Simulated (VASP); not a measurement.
The system is Be2CdS3.

```xyz
12
Lattice="3.1700 -5.4950 0.0000 3.1700 5.4950 0.0000 -2.1132 0.0000 5.9775" Properties=species:S:1:pos:R:3 pbc="T T T"
Be    2.1134    0.9155    2.9887
Be    3.1700   -0.9155    0.0000
Be    3.1700    2.7475    0.0000
Be    2.1134   -2.7475    2.9887
Cd    3.1700   -4.5795    0.0000
Cd    2.1134    4.5795    2.9887
S     4.2267    0.9155    3.7359
S     2.1133    0.9155    0.7472
S     1.0567   -0.9155    3.7359
S     5.2833   -0.9155    0.7472
S     1.0567    2.7475    3.7359
S     2.1133   -2.7475    0.7472
```

The cell was built by a generator and needn't be a form met in nature.

```yaml
Program: VASP 6.6.1
Task: relaxation of cell and atoms
Functional: PBE
Potentials_or_basis: VASP PAW PBE potentials, release 64 (Be, Cd, S)
Cutoff: 520 eV
k_mesh: 3 × 3 × 3
Occupations: gaussian, width 0.15 eV
Spin: no spin polarisation
```

At the start: pressure 10.1 GPa; volume 17.35 Å³/atom.

**Question.** Where does the relaxation end?

**Answer.** Over 11 steps the energy falls by 352.6 meV/atom and the volume is 17.69 Å³/atom (+2.0 %); space group Cc (No. 9, to 0.05 Å).

The path:
| step | energy change (eV) | largest force (eV/Å) | pressure (GPa) | volume (Å³) |
| --- | --- | --- | --- | --- |
| 1 | 0.0000 | 5.3089 | 10.15 | 208.24 |
| 2 | -3.1741 | 0.8145 | -7.18 | 243.16 |
| 3 | -3.2567 | 1.3064 | -5.78 | 237.22 |
| 4 | -4.0451 | 0.5076 | -1.86 | 219.09 |
| 5 | -4.1339 | 0.4974 | 0.80 | 210.83 |
| 6 | -4.1345 | 0.4883 | 0.78 | 211.35 |
| 7 | -4.1921 | 0.3225 | 0.16 | 212.08 |
| 8 | -4.2083 | 0.2005 | -0.22 | 212.68 |
| 9 | -4.2229 | 0.0985 | 0.06 | 211.91 |
| 10 | -4.2261 | 0.1049 | 0.27 | 211.37 |
| 11 | -4.2316 | 0.0771 | -0.14 | 212.31 |

Final structure:
```
Be Cd S
1.0
     3.17988   -5.56841    0.05357
     3.17988    5.56841    0.05357
    -2.01851    0.00000    5.96101
Be Cd S
4 2 6
Direct
  0.41842 0.58507 0.49992
  0.58507 0.41842 0.99992
  0.25709 0.73998 0.99963
  0.73998 0.25709 0.49963
  0.91653 0.09379 0.00677
  0.09379 0.91653 0.50677
  0.73659 0.95339 0.59088
  0.34001 0.49962 0.14084
  0.49962 0.34001 0.64084
  0.95339 0.73659 0.09088
  0.13032 0.57918 0.63697
  0.57918 0.13032 0.13697
```
